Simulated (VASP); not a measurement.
# Ga11FeAs12 (a cell with a defect): single point with PBEsol+U

Crystal: Ga11FeAs12 (a cell with a defect).

```
Fe Ga As
1.0
     0.00000    8.48055    8.48055
     5.65370    0.00000    5.65370
     5.65370    5.65370    0.00000
Fe Ga As
1 11 12
Direct
  0.00012 0.00032 0.99884
  0.00176 0.00185 0.49725
  0.00218 0.49840 0.99916
  0.00124 0.49931 0.49693
  0.33075 0.00212 0.00079
  0.33044 0.00316 0.49933
  0.33049 0.50214 0.00003
  0.33175 0.50165 0.50004
  0.66794 0.00116 0.00030
  0.66623 0.00221 0.49696
  0.66622 0.49759 0.00043
  0.66682 0.50104 0.49838
  0.08065 0.12176 0.12047
  0.08118 0.12245 0.63415
  0.08110 0.63560 0.12019
  0.08233 0.62637 0.62386
  0.41739 0.12590 0.12319
  0.41604 0.12591 0.62464
  0.41606 0.62600 0.12418
  0.41685 0.62660 0.62346
  0.75732 0.12179 0.12114
  0.75084 0.12507 0.62388
  0.75123 0.62486 0.12243
  0.75055 0.62572 0.62394
```

```json
{"Program": "VASP 6.6.1", "Task": "single point", "Functional": "PBEsol", "Potentials or basis": "VASP PAW PBE potentials, release 64 (Fe, Ga_d, As)", "Cutoff": "350 eV", "k mesh": "2 × 3 × 3", "Occupations": "gaussian, width 0.03 eV", "Spin": "collinear spin, ferromagnetic start", "Starting moments": "[1.0, 0.0, 0.0, 0.0, 0.0, 0.0, 0.0, 0.0, 0.0, 0.0, 0.0, 0.0, 0.0, 0.0, 0.0, 0.0, 0.0, 0.0, 0.0, 0.0, 0.0, 0.0, 0.0, 0.0] μB", "Fixed moment": "1 μB", "Hubbard terms": "Fe d U = 4 eV"}
```

| Property | Result |
| --- | --- |
| Pressure | -0.4 GPa |
| Largest force | 0.134 eV/Å |
| Net moment | 1.00 μB per cell |
| Site moments | Fe +2.33; Ga -0.01, -0.02, -0.00; As -0.14, -0.13, -0.02, -0.06, -0.03 μB |
| Valence electrons inside the program's atomic spheres | Fe 7.20; Ga 11.67, 11.68; As 2.81, 2.82, 2.83 |

Forces on the atoms (eV/Å):
```
Fe  -0.032  0.034  0.032
Ga   0.010  0.029  0.121
Ga   0.020  0.119  0.028
Ga  -0.113  0.011  0.001
Ga  -0.022  0.013  0.017
Ga  -0.021  0.059  0.002
Ga  -0.019  0.003  0.056
Ga  -0.015  0.037  0.044
Ga  -0.069  0.045  0.055
Ga  -0.042  0.082  0.041
Ga  -0.039  0.044  0.088
Ga  -0.031  0.049  0.045
As   0.064 -0.051 -0.053
As   0.048 -0.098 -0.078
As   0.048 -0.080 -0.087
As   0.015 -0.017 -0.020
As   0.062 -0.036 -0.045
As   0.009 -0.059 -0.019
As   0.011 -0.021 -0.056
As   0.031 -0.038 -0.047
As   0.008 -0.013 -0.009
As   0.017 -0.047 -0.039
As   0.031 -0.035 -0.051
As   0.028 -0.030 -0.029
```

Eigenvalues of the final occupation matrices:
```csv
site,spin,trace,eigenvalues
site 1 d,1,4.37,0.83 0.86 0.86 0.91 0.91
site 1 d,2,2.05,0.11 0.11 0.11 0.86 0.87
```

It took 10 min on 4 MPI ranks on AMD EPYC 9R45 96-Core Processor (Zen 5), on a shared host, peak memory 0.96 GiB a rank.

Caveat: the cutoff is under 1.25 times the usual one of these potentials, so pressure, stress and relaxed cells hold a basis-set (Pulay) error; the PAW data sets were made with another functional, which shifts forces and pressure a little; the total moment is fixed, so each spin has its own Fermi level; the U is typed as a test and isn't derived for this compound. The state reached can hang on the start; a lower one may exist.
